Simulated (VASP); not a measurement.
Hf2Pd2Se2Br2O3:

```
Hf Pd Se Br O
1.0
     5.75899    0.00000    0.00000
    -2.87949    4.98743    0.00000
     0.00000    0.00000    8.52547
Hf Pd Se Br O
2 2 2 2 3
Direct
  0.33333 0.66667 0.54201
  0.66667 0.33333 0.54201
  0.33333 0.66667 0.12880
  0.66667 0.33333 0.12880
  0.33333 0.66667 0.85572
  0.66667 0.33333 0.85572
  0.00000 0.00000 0.13895
  0.00000 0.00000 0.65384
  0.50000 0.00000 0.42963
  0.00000 0.50000 0.42963
  0.50000 0.50000 0.42963
```

The cell was built by a generator and needn't be a form met in nature.

* Program: VASP 6.6.1
* Task: relaxation of cell and atoms
* Functional: r2SCAN
* Potentials or basis: VASP PAW PBE potentials, release 64 (Hf_pv, Pd, Se, Br, O)
* Cutoff: 600 eV
* k mesh: 6 × 6 × 3
* Occupations: fermi-dirac, width 0.05 eV
* Spin: no spin polarisation

At the start: pressure -2.8 GPa; volume 22.26 Å³/atom.

**Question.** How do energy, volume and symmetry change on relaxing?

**Answer.** Over 19 steps the energy falls by 10.8 meV/atom and the volume is 21.01 Å³/atom (-5.6 %); space group P6mm (No. 183, to 0.05 Å).

Step by step:
```csv
step,energy change (eV),largest force (eV/Å),pressure (GPa),volume (Å³)
1,0.0000,0.6829,-2.78,244.87
2,0.1203,2.0252,4.37,231.42
3,-0.0634,0.2655,-0.37,239.75
4,-0.0767,0.2003,-0.15,237.54
5,-0.0782,0.2436,-0.03,236.51
6,-0.0884,0.1883,0.11,235.06
7,-0.1044,0.2230,0.59,230.76
8,-0.1116,0.1511,0.10,231.02
9,-0.1131,0.2466,-0.26,231.22
10,-0.1173,0.0614,-0.08,230.83
11,-0.1174,0.0913,-0.04,230.76
12,-0.1183,0.0471,0.07,230.64
13,-0.1186,0.0442,0.18,230.53
14,-0.1189,0.0560,-0.02,230.98
15,-0.1189,0.0308,0.03,230.86
16,-0.1191,0.0261,0.01,231.02
17,-0.1191,0.0238,-0.02,231.21
18,-0.1192,0.0208,0.00,231.18
19,-0.1192,0.0197,0.02,231.16
```

Final structure:
```
Hf Pd Se Br O
1.0
     5.69867   -0.00030    0.00000
    -2.84959    4.93504    0.00000
     0.00000    0.00000    8.21964
Hf Pd Se Br O
2 2 2 2 3
Direct
  0.33333 0.66667 0.53907
  0.66667 0.33333 0.53907
  0.33332 0.66668 0.13989
  0.66668 0.33332 0.13989
  0.33332 0.66668 0.85992
  0.66668 0.33332 0.85992
  0.00000 0.00000 0.14105
  0.00000 0.00000 0.64932
  0.50000 0.00000 0.42220
  0.00000 0.50000 0.42220
  0.50000 0.50000 0.42220
```

Caveat: the PAW data sets were made with another functional, which shifts forces and pressure a little.
